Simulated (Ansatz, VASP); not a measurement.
# Cross-check of SnO2 (amorphous SnO2) between VASP and Ansatz, part 2 of 2

One calculation is typed for both programs; each brings its own data sets. How far apart do they land? Of the first pair: The structure shown is the start of the Ansatz relaxation below; VASP solves that cell, so the two are compared at the walk's first step.

VASP 6.6.1 and Ansatz 0.2.0.

So far. Step 3 (VASP: single point, PBE, start cell, pair 1): The run ends at a pressure of 0.62 GPa, with forces up to 0.42 eV/Å.

## (6) VASP: single point, PBE, relaxed cell, pair 2

Level of this step: PBE; plane waves and PAW (Sn_d, O) (VASP).

The same cell, functional and mesh now go to VASP, with its own data sets.

Contents of INCAR:

```
SYSTEM = SnO2
PREC = Accurate
ENCUT = 600
EDIFF = 1E-06
NELM = 120
ISMEAR = 0
SIGMA = 0.01
LREAL = Auto
ALGO = Normal
GGA = PE
NBANDS = 544
LORBIT = 11
LWAVE = .FALSE.
LCHARG = .FALSE.
ISIF = 2
LASPH = .TRUE.
GGA_COMPAT = .FALSE.
EFERMI = MIDGAP
NCORE = 2
```

Contents of POSCAR:

```
SnO2
1.0
   11.0027100000      0.6076700000      0.0191200000
    0.6128500000     11.5213800000      0.1015800000
    0.0201400000      0.1017700000     11.7460800000
Sn O
36 72
Direct
    0.8410300000      0.4814400000      0.2248300000
    0.9908700000      0.1563900000      0.5058100000
    0.5746500000      0.0543600000      0.7430000000
    0.7537100000      0.6664800000      0.0273600000
    0.9591100000      0.8257400000      0.8708000000
    0.6414900000      0.7735100000      0.2693300000
    0.1684700000      0.5448700000      0.6469300000
    0.3974200000      0.6461000000      0.0126400000
    0.8477600000      0.6159700000      0.7323400000
    0.0081600000      0.6484000000      0.4276800000
    0.7452300000      0.3144700000      0.6028200000
    0.4688100000      0.4409700000      0.7955700000
    0.9230400000      0.8699900000      0.1429900000
    0.2583500000      0.2331900000      0.7189400000
    0.9766700000      0.3323100000      0.8028300000
    0.3287500000      0.3853400000      0.1836600000
    0.3936200000      0.9140300000      0.0744700000
    0.7968300000      0.1239900000      0.9681800000
    0.1354600000      0.0848200000      0.2484800000
    0.4364600000      0.2125800000      0.9486600000
    0.5243300000      0.0971900000      0.2242900000
    0.6806900000      0.6070400000      0.4860200000
    0.3340400000      0.0715100000      0.5058000000
    0.0782700000      0.5896200000      0.0151300000
    0.1346700000      0.3865700000      0.3780300000
    0.1149900000      0.0406400000      0.9137600000
    0.0934300000      0.3080700000      0.0758900000
    0.8702200000      0.8685100000      0.5528600000
    0.2105600000      0.8025000000      0.2679700000
    0.3962300000      0.7263200000      0.5172100000
[... 72 atom lines left out ...]
    0.4551500000      0.1062500000      0.3803000000
    0.0468800000      0.4228900000      0.9489900000
    0.5713100000      0.7593500000      0.4286100000
    0.4079900000      0.1200200000      0.8055800000
    0.8170900000      0.8279800000      0.9997900000
    0.8747600000      0.8037700000      0.7169200000
```

Contents of KPOINTS:

```
Automatic mesh
0
Gamma
1 1 1
0 0 0
```

PAW data sets: Sn_d and O (PBE family, release 64).

Command:

```sh
$ mpirun -np 8 vasp_gam
```

Numbers of over 12 decimals in the logs are rounded to 6 here.

Log:

```text
[... set-up lines as in an earlier step ...]
 entering main loop
       N       E                     dE             d eps       ncg     rms          rms(c)
DAV:   1     0.287567957880E+05    0.28757E+05   -0.39511E+05  1096   0.329E+03
DAV:   2     0.685307608354E+04   -0.21904E+05   -0.21092E+05  1088   0.105E+03
DAV:   3     0.386541071737E+03   -0.64665E+04   -0.60657E+04  1128   0.409E+02
DAV:   4    -0.694267608145E+03   -0.10808E+04   -0.10488E+04  1256   0.172E+02
[...]
DAV:  16    -0.647049129023E+03   -0.38795E-05   -0.69125E-05  1520   0.366E-02    0.114E-02
DAV:  17    -0.647049131508E+03   -0.24850E-05   -0.37863E-05  1240   0.137E-02    0.568E-03
DAV:  18    -0.647049131467E+03    0.41153E-07   -0.45573E-06   976   0.662E-03
   1 F= -.64704913E+03 E0= -.64704913E+03  d E =0.000000E+00
```

OUTCAR, selected parts (step 6):

```text
  Total        3.7271773      5.1617627      4.4502322     -6.4562474      0.4919096      0.4907186
  in kB        4.0225839      5.5708709      4.8029463     -6.9679531      0.5308971      0.5296117
  external PRESSURE =       4.7988003 kB  Pullay stress =       0.0000000 kB

 POSITION                                       TOTAL-FORCE (eV/Angst)
 -----------------------------------------------------------------------------------
      9.55319      6.08080      2.70586         0.006995      0.026867      0.008581
     11.00829      2.45543      5.97612         0.007994     -0.021885      0.022916
      6.37099      1.05111      8.74385         0.011092     -0.030070      0.007051
      8.70186      8.13956      0.40348        -0.019942      0.002230      0.011405
     11.07640     10.18511     10.33070        -0.011758     -0.003521     -0.025784
[...]
6.57327      4.80574      7.93389         0.024708     -0.020347     -0.015077
      2.10036      6.29071      5.61267         0.016839      0.003307     -0.028614
      1.67737      4.60317      8.44147        -0.001068      0.001634     -0.000592
      1.55676      2.42333      9.87336        -0.016702      0.021254      0.008056
      2.00224      5.53393      1.80308        -0.016938      0.022251      0.028859
      9.40894      9.98413      3.13047        -0.005164     -0.005245      0.027926
      3.98296      8.99482      1.58250        -0.011545     -0.019933      0.010580
      2.47266      1.09254      7.59792        -0.038830     -0.024405      0.022760
[...]
-----------------------------------------------------------------------------------
    total drift:                               -0.023635     -0.019755      0.018749

  FREE ENERGIE OF THE ION-ELECTRON SYSTEM (eV)
  ---------------------------------------------------
  free  energy   TOTEN  =      -647.0491314666 eV

  energy  without entropy=     -647.0491314666  energy(sigma->0) =     -647.04913147

[... 1 part as in an earlier step ...]

[... 2 further parts left out ...]
[key lines of the parts left out:]
E-fermi :   4.8621
```

The run ends at a pressure of 0.48 GPa, with forces up to 0.082 eV/Å.

## (7) Comparison

What differs besides the data sets and the points named for the pairs above, as far as they apply: the cutoff is 420 eV in Ansatz and 600 eV in VASP (PREC = Accurate, projectors in real space). Total energies have different zeros and are not compared.

Both answers:

```tsv
quantity	Ansatz	VASP	difference
pressure (GPa)	0.14	0.48	-0.34
gap on the k mesh (eV)	0.437	0.413	+0.024
```

Forces on 8 of the 108 atoms, those with the largest forces and the largest differences (eV/Å; atoms numbered as in POSCAR):

```tsv
atom	Ansatz x, y, z	VASP x, y, z
Sn21	0.020, 0.026, 0.007	0.021, 0.052, -0.007
Sn33	0.020, -0.020, -0.018	0.025, -0.010, -0.061
O47	-0.006, -0.008, -0.015	-0.038, -0.025, -0.069
O61	0.010, 0.013, -0.003	-0.039, -0.024, 0.023
O81	-0.004, -0.018, -0.013	-0.026, -0.038, -0.059
O97	-0.002, -0.017, 0.001	-0.035, -0.010, 0.041
O99	0.019, 0.008, -0.002	-0.056, -0.002, -0.019
O105	-0.014, 0.005, 0.009	-0.040, 0.030, 0.024
```

The forces differ by 19 meV/Å r.m.s., which is 89.8 % of the r.m.s. force of 0.021 eV/Å (both taken over all components). A gap on the mesh is an upper bound, since the band edges may lie between its points.

## (8) Ansatz: relaxation, PBE

The two programs are compared at the cell with which this relaxation starts, whose forces are those of its first step. The cell compared in this pair holds 1529.21 Å³, against 1484.52 Å³ for the pair before.

The structure compared here is the start of the Ansatz relaxation; VASP solves that cell, so the two are compared at the walk's first step.

Contents of input.yaml:

```yaml
crystal:
  lattice:
    - [11.10663, 0.50262, 0.01931]
    - [0.50262, 11.63043, 0.10259]
    - [0.01931, 0.10259, 11.86239]
  atoms:
    - { symbol: Sn, position: [0.8408, 0.48253, 0.226] }
    - { symbol: Sn, position: [0.98931, 0.15695, 0.50481] }
    - { symbol: Sn, position: [0.57578, 0.05497, 0.74344] }
    - { symbol: Sn, position: [0.7536, 0.66409, 0.0274] }
    - { symbol: Sn, position: [0.95806, 0.82493, 0.87104] }
    - { symbol: Sn, position: [0.63723, 0.77176, 0.26643] }
    - { symbol: Sn, position: [0.1703, 0.54465, 0.64712] }
    - { symbol: Sn, position: [0.4016, 0.64621, 0.01578] }
    - { symbol: Sn, position: [0.84766, 0.61447, 0.73154] }
    - { symbol: Sn, position: [0.0091, 0.64818, 0.43197] }
    - { symbol: Sn, position: [0.74557, 0.31609, 0.60248] }
    - { symbol: Sn, position: [0.46955, 0.44084, 0.79607] }
    - { symbol: Sn, position: [0.92166, 0.87169, 0.14189] }
    - { symbol: Sn, position: [0.25781, 0.23295, 0.71847] }
    - { symbol: Sn, position: [0.97684, 0.33237, 0.80247] }
    - { symbol: Sn, position: [0.32794, 0.38384, 0.18443] }
    - { symbol: Sn, position: [0.39193, 0.91485, 0.07168] }
    - { symbol: Sn, position: [0.79735, 0.12302, 0.96951] }
    - { symbol: Sn, position: [0.13525, 0.08467, 0.24879] }
    - { symbol: Sn, position: [0.43171, 0.21271, 0.94929] }
    - { symbol: Sn, position: [0.52422, 0.09591, 0.22388] }
    - { symbol: Sn, position: [0.68025, 0.60813, 0.48493] }
    - { symbol: Sn, position: [0.3343, 0.07155, 0.50549] }
    - { symbol: Sn, position: [0.07922, 0.59033, 0.01546] }
    - { symbol: Sn, position: [0.13394, 0.38911, 0.37642] }
    - { symbol: Sn, position: [0.11429, 0.04055, 0.91402] }
    - { symbol: Sn, position: [0.09034, 0.30778, 0.07534] }
    - { symbol: Sn, position: [0.86984, 0.86932, 0.55323] }
    - { symbol: Sn, position: [0.21102, 0.80367, 0.26857] }
    - { symbol: Sn, position: [0.39669, 0.72736, 0.51663] }
[... 72 atom lines left out ...]
    - { symbol: O, position: [0.45609, 0.1044, 0.38021] }
    - { symbol: O, position: [0.0482, 0.42346, 0.94844] }
    - { symbol: O, position: [0.57276, 0.76025, 0.42792] }
    - { symbol: O, position: [0.41, 0.12276, 0.80366] }
    - { symbol: O, position: [0.81594, 0.82657, 0.99947] }
    - { symbol: O, position: [0.87576, 0.80171, 0.71639] }
kpoints:
  mp_grid: { grid: [1, 1, 1] }
hamiltonian:
  xc: pbe
  pseudopotentials: { kind: paw, azcp: { folder: soft_1 } }
scf:
  occupations: { method: fixed }
output:
  forces: true
  eigenvalues: true
  stress: true
relax:
  f_tol: 0.05
  max_steps: 70
```

Command:

```sh
$ ansatz run input.yaml --threads 4 --pin off --max-ram 8192MiB --backend cpu --events-out ev --progress --plain --runs-dir out
```

Log:

```text
[...]
Crystal: 108 atoms, lattice volume = 1529.207 Å³
Basis set: ecut = 420 eV, 29897 PW (Γ), exchange–correlation on 150×160×160 points (8 copies of the dense FFT grid, shifted against one another)
Bands: 576, of which v1, the nominal top of the filled ones, is band 468 counted from 1 (467 counted from 0)
Symmetry: 1 space group operations
[...]
k-points: 1
[...]
- { symbol: O, position: [0.966766, 0.134415, 0.320796] }
    - { symbol: O, position: [0.446452, 0.500806, 0.119467] }
    - { symbol: O, position: [0.719517, 0.660912, 0.864206] }
    - { symbol: O, position: [0.538162, 0.347476, 0.947897] }
    - { symbol: O, position: [0.114301, 0.892020, 0.791960] }
    - { symbol: O, position: [0.295700, 0.898097, 0.517068] }
    - { symbol: O, position: [0.778536, 0.461888, 0.524447] }
[...]
- { symbol: O, position: [0.574738, 0.758030, 0.426772] }
    - { symbol: O, position: [0.412126, 0.124246, 0.805680] }
    - { symbol: O, position: [0.818430, 0.825067, 0.997695] }
    - { symbol: O, position: [0.877344, 0.802477, 0.717846] }
```

## (9) VASP: single point, PBE, start cell, pair 3

The same cell, functional and mesh now go to VASP, with its own data sets.

Edit INCAR of step 6 so:

```diff
@@ -2,3 +2,3 @@
 PREC = Accurate
-ENCUT = 600
+ENCUT = 520
 EDIFF = 1E-06
```

Contents of POSCAR:

```
SnO2
1.0
   11.1066300000      0.5026200000      0.0193100000
    0.5026200000     11.6304300000      0.1025900000
    0.0193100000      0.1025900000     11.8623900000
Sn O
36 72
Direct
    0.8407957694      0.4825285242      0.2259967538
    0.9893070311      0.1569473938      0.5048135534
    0.5757835599      0.0549704906      0.7434372160
    0.7536028203      0.6640866479      0.0273991397
    0.9580632134      0.8249306923      0.8710361200
    0.6372278484      0.7717585058      0.2664320112
    0.1702993589      0.5446501718      0.6471238813
    0.4015976017      0.6462126056      0.0157767700
    0.8476586689      0.6144657830      0.7315383887
    0.0091000119      0.6481798250      0.4319726051
    0.7455720934      0.3160890814      0.6024819133
    0.4695532630      0.4408370276      0.7960712349
    0.9216596367      0.8716873537      0.1418918402
    0.2578136684      0.2329501379      0.7184659469
    0.9768443731      0.3323688675      0.8024723022
    0.3279403270      0.3838422041      0.1844307176
    0.3919276904      0.9148462964      0.0716784556
    0.7973477552      0.1230199778      0.9695080498
    0.1352468667      0.0846743603      0.2487864284
    0.4317111660      0.2127114586      0.9492894424
    0.5242158636      0.0959079666      0.2238788468
    0.6802492126      0.6081326110      0.4849339857
    0.3343028799      0.0715463311      0.5054887483
    0.0792220165      0.5903303019      0.0154613225
    0.1339429707      0.3891138211      0.3764160826
    0.1142894156      0.0405476657      0.9140176041
    0.0903376281      0.3077844630      0.0753372611
    0.8698390400      0.8693183074      0.5532291590
    0.2110158598      0.8036664728      0.2685695834
    0.3966944184      0.7273602767      0.5166260711
[... 72 atom lines left out ...]
    0.4560864046      0.1044033845      0.3802085607
    0.0482007886      0.4234558130      0.9484367746
    0.5727588529      0.7602487354      0.4279193408
    0.4099964175      0.1227624829      0.8036566633
    0.8159405617      0.8265692628      0.9994736682
    0.8757571788      0.8017100051      0.7163937199
```

KPOINTS is that of step 6.

Command:

```sh
$ mpirun -np 8 vasp_gam
```

Log:

```text
[... set-up lines as in an earlier step ...]
 entering main loop
       N       E                     dE             d eps       ncg     rms          rms(c)
DAV:   1     0.266280315148E+05    0.26628E+05   -0.36740E+05  1088   0.300E+03
DAV:   2     0.617446054021E+04   -0.20454E+05   -0.19729E+05  1088   0.949E+02
DAV:   3     0.208128528799E+03   -0.59663E+04   -0.56503E+04  1144   0.381E+02
DAV:   4    -0.708936103439E+03   -0.91706E+03   -0.89067E+03  1264   0.157E+02
[...]
DAV:  16    -0.646489688694E+03   -0.10787E-04   -0.56007E-05  1512   0.344E-02    0.898E-03
DAV:  17    -0.646489692114E+03   -0.34193E-05   -0.25041E-05  1224   0.114E-02    0.476E-03
DAV:  18    -0.646489692168E+03   -0.54381E-07   -0.30390E-06   816   0.534E-03
   1 F= -.64648969E+03 E0= -.64648969E+03  d E =-.256514E-68
```

From OUTCAR (step 9):

```text
  Total      -35.8630140    -35.4037454    -34.5804888      0.7254031      0.5159918     -0.0901025
  in kB      -37.5743205    -37.0931367    -36.2305960      0.7600178      0.5406138     -0.0944020
  external PRESSURE =     -36.9660177 kB  Pullay stress =       0.0000000 kB

 POSITION                                       TOTAL-FORCE (eV/Angst)
 -----------------------------------------------------------------------------------
      9.58530      6.05780      2.74660        -0.025413     -0.084202     -0.037003
     11.07650      2.37440      6.02350        -0.062592      0.050627     -0.059137
      6.43700      1.00500      8.83570         0.028551      0.068509      0.025906
      8.70430      8.10520      0.40770        -0.024458      0.011113     -0.023454
     11.07230     10.16520     10.43570         0.025878     -0.054295      0.033715
[...]
6.58640      4.78770      8.01700        -0.098358      0.040676      0.028751
      2.07390      6.34760      5.67020        -0.161491     -0.024062      0.046938
      1.65360      4.62840      8.51840        -0.005011     -0.030758      0.021183
      1.53490      2.42390      9.95270         0.001791     -0.054687     -0.062686
      1.96540      5.55880      1.83180         0.058783     -0.136031     -0.071299
      9.36900      9.94940      3.11260        -0.046725     -0.017899     -0.120412
      3.91570      9.05180      1.59130         0.064286      0.090120     -0.028224
      2.50350      1.04450      7.68190         0.129435      0.086900     -0.127958
[...]
-----------------------------------------------------------------------------------
    total drift:                                0.026081     -0.036009     -0.008113

  FREE ENERGIE OF THE ION-ELECTRON SYSTEM (eV)
  ---------------------------------------------------
  free  energy   TOTEN  =      -646.4896921679 eV

  energy  without entropy=     -646.4896921679  energy(sigma->0) =     -646.48969217

[... 1 part as in an earlier step ...]

[... 2 further parts left out ...]
[key lines of the parts left out:]
E-fermi :   4.4601
```

The run ends at a pressure of -3.70 GPa, with forces up to 0.22 eV/Å.

## (10) Comparison

Forces on 8 of the 108 atoms, those with the largest forces and the largest differences (eV/Å; atoms numbered as in POSCAR):

```tsv
atom	Ansatz x, y, z	VASP x, y, z
O47	0.108, 0.109, 0.210	0.073, 0.090, 0.159
O61	0.170, 0.118, -0.151	0.129, 0.087, -0.128
O62	-0.091, -0.131, 0.154	-0.056, -0.113, 0.112
O64	0.244, 0.095, -0.032	0.199, 0.067, -0.033
O87	-0.233, 0.013, -0.097	-0.189, 0.014, -0.079
O92	-0.077, 0.216, 0.120	-0.047, 0.182, 0.110
O97	0.169, -0.003, -0.213	0.137, -0.001, -0.173
O99	0.268, 0.065, 0.062	0.192, 0.050, 0.044
```

The forces differ by 19 meV/Å r.m.s., which is 26.4 % of the r.m.s. force of 0.072 eV/Å (both taken over all components).

## (11) Outcome

| Property | Result |
| --- | --- |
| r.m.s. force difference (single point, PBE, start cell, pair 1) | 20 meV/Å |
| r.m.s. force difference (single point, PBE, relaxed cell, pair 2) | 19 meV/Å |
| r.m.s. force difference (single point, PBE, start cell, pair 3) | 19 meV/Å |

The r.m.s. force difference is 20 meV/Å (single point, PBE, start cell, pair 1), beyond the 12 meV/Å picked in this series as the mark of a large difference. What causes the difference of the single point, PBE, start cell, pair 1 pair stays open here. What causes the difference of the single point, PBE, relaxed cell, pair 2 pair stays open here. What causes the difference of the single point, PBE, start cell, pair 3 pair stays open here. 1 further run of this series is not shown here. How closely two codes agree says nothing of how well the functional describes the real material.

[Lines on the potential files, build, host, timing and source positions are cut from VASP's logs without a mark.]

[Logs are printed without paths, hosts, clocks, repeated set-up lines and the standing remarks that a program may print on its own settings, such as how far it seeks lower states.]

[Hosts, paths, dates, database ids (printed as entryN), source tags and the programs' standing remarks are cut or masked in the printed files.]
